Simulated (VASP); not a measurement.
All values below come from PBE GGA, VASP's PBE PAW potentials (set 64) (plane waves; VASP 6.6.1).

Input for VASP

### INCAR
```
ALGO  =  Normal
EDIFF  =  1E-7
ENCUT  =  600
GGA  =  PE
ISIF  =  2
ISMEAR  =  0
LASPH  =  .True.
LCHARG  =  .False.
LREAL  =  .False.
LWAVE  =  .False.
NELM  =  100
PREC  =  Accurate
SIGMA  =  0.05
SYSTEM  =  MgO
```

POSCAR:
```
MgO
1
    0.0000000000     2.0915945396     2.0915945396
    2.0915945396     0.0000000000     2.0915945396
    2.0915945396     2.0915945396     0.0000000000
Mg O
1 1
Direct
  0.0000000000   0.0000000000   0.0000000000
  0.5000000000   0.5000000000   0.5000000000
```

**KPOINTS**
```
kpoints
0
G
  10 10 10
```

POTCAR, in this order: Mg O (PBE.64 set). Program: vasp_std.

The resulting files:

File OUTCAR:
```
 ion  position               nearest neighbor table
   1  0.000  0.000  0.000-   2 2.09   2 2.09   2 2.09   2 2.09   2 2.09   2 2.09
   2  0.500  0.500  0.500-   1 2.09   1 2.09   1 2.09   1 2.09   1 2.09   1 2.09
  LATTYP: Found a face centered cubic cell.
 ALAT       =     4.1831890792
 Subroutine PRICEL returns:
 Original cell was already a primitive cell.
 Subroutine GETGRP returns: Found 48 space group operations
The static configuration has the point symmetry O_h .
The dynamic configuration has the point symmetry O_h .
 Subroutine INISYM returns: Found 48 space group operations
 Subroutine IBZKPT returns following result:
 Found     47 irreducible k-points:

 Following reciprocal coordinates:
            Coordinates               Weight
  0.000000  0.000000  0.000000      1.000000
  0.100000  0.000000  0.000000      8.000000
  0.200000  0.000000  0.000000      8.000000
  0.300000  0.000000  0.000000      8.000000
  0.400000  0.000000  0.000000      8.000000
  0.500000  0.000000  0.000000      4.000000
  0.100000  0.100000  0.000000      6.000000
  0.200000  0.100000  0.000000     24.000000
  0.300000  0.100000  0.000000     24.000000
  0.400000  0.100000  0.000000     24.000000
  0.500000  0.100000  0.000000     24.000000
 -0.400000  0.100000  0.000000     24.000000
 -0.300000  0.100000  0.000000     24.000000
 -0.200000  0.100000  0.000000     24.000000
 -0.100000  0.100000  0.000000     12.000000
  0.200000  0.200000  0.000000      6.000000
  0.300000  0.200000  0.000000     24.000000
  0.400000  0.200000  0.000000     24.000000
  0.500000  0.200000  0.000000     24.000000
 -0.400000  0.200000  0.000000     24.000000
 -0.300000  0.200000  0.000000     24.000000
 -0.200000  0.200000  0.000000     12.000000
  0.300000  0.300000  0.000000      6.000000
  0.400000  0.300000  0.000000     24.000000
...
```

OSZICAR:
```
       N       E                     dE             d eps       ncg     rms          rms(c)
DAV:   1     0.194839961817E+02    0.19484E+02   -0.52216E+03   840   0.998E+02
DAV:   2    -0.129675323920E+02   -0.32452E+02   -0.31334E+02   904   0.155E+02
DAV:   3    -0.134569707461E+02   -0.48944E+00   -0.48944E+00   936   0.226E+01
DAV:   4    -0.134577152610E+02   -0.74451E-03   -0.74451E-03  1040   0.879E-01
DAV:   5    -0.134577163202E+02   -0.10592E-05   -0.10592E-05   968   0.192E-02    0.723E+00
DAV:   6    -0.119137330806E+02    0.15440E+01   -0.98899E+00   752   0.225E+01    0.224E+00
DAV:   7    -0.119001409926E+02    0.13592E-01   -0.38975E-02   792   0.253E+00    0.132E+00
DAV:   8    -0.118948854717E+02    0.52555E-02   -0.23454E-02   808   0.236E+00    0.150E-01
DAV:   9    -0.118948106519E+02    0.74820E-04   -0.40253E-04  1056   0.179E-01    0.699E-02
DAV:  10    -0.118949133770E+02   -0.10273E-03   -0.12077E-04   808   0.120E-01    0.531E-03
DAV:  11    -0.118949134882E+02   -0.11121E-06   -0.57886E-07  1080   0.817E-03    0.264E-03
DAV:  12    -0.118949134170E+02    0.71230E-07   -0.33335E-07   816   0.527E-03
   1 F= -.11894913E+02 E0= -.11894913E+02  d E =-.414179E-19
```

File OUTCAR:
```
------------------------ aborting loop because EDIFF is reached ----------------------------------------
  FORCE on cell =-STRESS in cart. coord.  units (eV):
  Direction    XX          YY          ZZ          XY          YZ          ZX
  --------------------------------------------------------------------------------------
  Total        0.8362553      0.8362553      0.8362553     -0.0000000     -0.0000000      0.0000000
  in kB       73.2127912     73.2127912     73.2127912     -0.0000000     -0.0000000      0.0000000
  external PRESSURE =      73.2127912 kB  Pullay stress =       0.0000000 kB
  volume of cell :       18.30
      direct lattice vectors                 reciprocal lattice vectors
     0.000000000  2.091594540  2.091594540    -0.239052068  0.239052068  0.239052068
     2.091594540  0.000000000  2.091594540     0.239052068 -0.239052068  0.239052068
     2.091594540  2.091594540  0.000000000     0.239052068  0.239052068 -0.239052068
  FREE ENERGIE OF THE ION-ELECTRON SYSTEM (eV)
  ---------------------------------------------------
  free  energy   TOTEN  =       -11.8949134170 eV

  energy  without entropy=      -11.8949134170  energy(sigma->0) =      -11.89491342
```
(Selected blocks of OUTCAR.)

The compound is MgO in the rock salt structure. This cell was strained or had an atom moved on purpose.
